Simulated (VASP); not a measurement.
Data:

```
NaF
1.0
    0.00000     2.31500     2.31500
    2.31500     0.00000     2.31500
    2.31500     2.31500     0.00000
Na F
1 1
Direct
  0.00000   0.00000   0.00000
  0.50000   0.50000   0.50000
```

Calculation: PBEsol GGA, VASP's PBE PAW potentials (set 64) (plane waves; VASP 6.6.1). Settings: 600 eV cut-off, 10×10×10 Γ-centred mesh, Gaussian smearing of 0.050 eV, potentials Na_pv F.

Each row applies one change to this cell, which was relaxed at other settings and keeps the small stress of the first row; at a fixed cut-off the stress holds a Pulay part, so it need not integrate to ΔE exactly. Stress is in GPa, positive when the cell is compressed; gaps are those on the k-mesh, and 0.00 means metallic.

| change | ΔE (meV/atom) | σxx | σyy | σzz | largest shear component, with its sign (GPa) | gap (eV) |
|---|---|---|---|---|---|---|
| none | 0.0 | -0.12 | -0.12 | -0.12 | 0.00 | 6.18 |
| isotropic strain of -0.5 % | 0.7 | 0.65 | 0.65 | 0.65 | 0.00 | 6.26 |
| isotropic strain of -1.0 % | ? | ? | ? | ? | ? | ? |
| uniaxial strain of -1.5 % along y | 1.2 | 0.22 | 1.61 | 0.22 | 0.00 | 6.26 |
| isotropic strain of +4.0 % | ? | ? | ? | ? | ? | ? |
| uniaxial strain of +4.0 % along x | 4.7 | -3.30 | -0.92 | -0.92 | 0.00 | 5.97 |
| shear strain γ_xy = +1.0 % | 0.1 | -0.12 | -0.12 | -0.12 | -0.27 | 6.16 |

### Question
Complete the blanks.

### Answer

- isotropic strain of +4.0 %, ΔE (meV/atom): 21.9
- isotropic strain of +4.0 %, σxx: -4.51
- isotropic strain of +4.0 %, σyy: -4.51
- isotropic strain of +4.0 %, σzz: -4.51
- isotropic strain of +4.0 %, largest shear component, with its sign (GPa): 0.00
- isotropic strain of +4.0 %, gap (eV): 5.61
- isotropic strain of -1.0 %, ΔE (meV/atom): 2.3
- isotropic strain of -1.0 %, σxx: 1.47
- isotropic strain of -1.0 %, σyy: 1.47
- isotropic strain of -1.0 %, σzz: 1.47
- isotropic strain of -1.0 %, largest shear component, with its sign (GPa): 0.00
- isotropic strain of -1.0 %, gap (eV): 6.34

Failed runs are left out, and for metals the shear rows, which the mesh's noise covers.

The compound is NaF in the rock salt structure. The cell was not relaxed at this level.
